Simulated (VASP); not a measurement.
A convergence study with VASP on Sc (space group no. 194 when undisturbed): a few settings are varied, all else stays as given below, so the limit is that of these other settings. One atom is moved off its site, so that forces are finite.

```xyz
2
Lattice="1.6600 -2.8751 0.0000 1.6600 2.8751 0.0000 0.0000 0.0000 5.2858" Properties=species:S:1:pos:R:3 pbc="T T T"
Sc     1.6600     0.9584     1.3715
Sc     1.6600    -0.9584     3.9644
```

The numbers are results of PBE GGA, VASP's PBE PAW potentials (set 64) (plane waves; VASP), not measurements. The last row used: 300 eV cut-off, 18×18×10 Γ-centred mesh, first-order Methfessel-Paxton smearing of 0.010 eV, potentials Sc_sv.

```json
[
 {"setting": "SIGMA = 1.0", "E (eV/atom)": "-6.2636", "pressure (GPa)": "-1.46", "largest force (eV/Å)": "0.140", "irreducible k-points": "330"},
 {"setting": "SIGMA = 0.5", "E (eV/atom)": "-6.2453", "pressure (GPa)": "-1.48", "largest force (eV/Å)": "0.168", "irreducible k-points": "330"},
 {"setting": "SIGMA = 0.3", "E (eV/atom)": "-6.2416", "pressure (GPa)": "-1.55", "largest force (eV/Å)": "0.179", "irreducible k-points": "330"},
 {"setting": "SIGMA = 0.2", "E (eV/atom)": "-6.2415", "pressure (GPa)": "-1.58", "largest force (eV/Å)": "0.180", "irreducible k-points": "330"},
 {"setting": "SIGMA = 0.1", "E (eV/atom)": "-6.2415", "pressure (GPa)": "-1.61", "largest force (eV/Å)": "0.179", "irreducible k-points": "330"},
 {"setting": "SIGMA = 0.05", "E (eV/atom)": "-6.2414", "pressure (GPa)": "-1.61", "largest force (eV/Å)": "0.180", "irreducible k-points": "330"},
 {"setting": "SIGMA = 0.02", "E (eV/atom)": "-6.2414", "pressure (GPa)": "-1.60", "largest force (eV/Å)": "0.181", "irreducible k-points": "330"},
 {"setting": "SIGMA = 0.01", "E (eV/atom)": "-6.2414", "pressure (GPa)": "-1.60", "largest force (eV/Å)": "0.181", "irreducible k-points": "330"}
]
```

VASP warned of too few bands at SIGMA = 1.0.

Left out are rungs that failed or repeat a setting and relaxations that didn't move; long series are thinned to 24 rows.

The structure is a typed Sc crystal (space group no. 194). The cell was not relaxed at this level, it is distorted from the ideal structure. VASP warned that the highest band is occupied, so more bands are needed.
